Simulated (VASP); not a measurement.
Set up this calculation in VASP 6.6.1, as the native input.

```
Task                   : relaxation of cell and atoms
Functional             : r2SCAN
Potentials or basis    : VASP PAW PBE potentials, release 64 (Mg, H)
Cutoff                 : 600 eV
k mesh                 : 6 × 6 × 10
Occupations            : gaussian, width 0.03 eV
Spin                   : no spin polarisation
Further INCAR settings : ALGO = Normal; EDIFF = 1e-06; IBRION = 2; EDIFFG = -0.01; NSW = 90; ISIF = 3
```

The structure of MgH2 lies in POSCAR:

```
MgH2
1.0
    4.5168000000      0.0000000000      0.0000000000
    0.0000000000      4.5168000000      0.0000000000
    0.0000000000      0.0000000000      3.0205000000
Mg H
2 4
Direct
    0.0000000000      0.0000000000      0.0000000000
    0.5000000000      0.5000000000      0.5000000000
    0.3060000000      0.3060000000      0.0000000000
    0.1940000000      0.8060000000      0.5000000000
    0.6940000000      0.6940000000      0.0000000000
    0.8060000000      0.1940000000      0.5000000000
```

The input as run:

INCAR

```
PREC     = Accurate       # precision mode
ENCUT    = 600            # plane-wave cutoff, eV
EDIFF    = 1E-6           # SCF threshold, eV
ISMEAR   = 0              # smearing method
SIGMA    = 0.03           # smearing width, eV
LREAL    = False          # projectors in reciprocal space
LASPH    = True           # aspherical terms in the spheres
NELM     = 80             # most SCF steps
ALGO     = Normal         # electronic algorithm
ISIF     = 3              # what is computed and relaxed
LWAVE    = False          # write WAVECAR
LCHARG   = False          # write CHGCAR
METAGGA  = R2SCAN         # meta-GGA
LMIXTAU  = True         
IBRION   = 2              # ionic algorithm
NSW      = 90             # ionic steps
EDIFFG   = -0.01          # ionic threshold
KPAR     = 2
```

KPOINTS

```
regular mesh
0
Gamma
  6 6 10
```

Potentials or basis: VASP PAW PBE potentials, release 64 (Mg, H).

Run with:

```bash
$ cat potpaw_PBE.64/Mg/POTCAR potpaw_PBE.64/H/POTCAR > POTCAR
$ mpirun -np 2 vasp_std > vasp.out
```

Results of the run:

```yaml
Relaxed_volume: 9.98 Å³/atom
Relaxed_cell: a = 4.476 Å, b = 4.476 Å, c = 2.990 Å, α = 90.00°, β = 90.00°, γ = 90.00°
Space_group_after_relaxing_to_0.05_Å: P4_2/mnm (No. 136)
Energy_gained_by_relaxing: 1.5 meV/atom
Ionic_steps: 6
Pressure_after_relaxing: 0.0 GPa
Band_gap_on_the_k_mesh: 4.48 eV, indirect (least direct gap 5.27 eV)
```

Caveat: the PAW data sets were made with another functional, which shifts forces and pressure a little.

It took 81 s on 2 MPI ranks on Intel(R) Xeon(R) 6975P-C (Granite Rapids), with other jobs on the host, peak memory 0.2 GiB a rank.
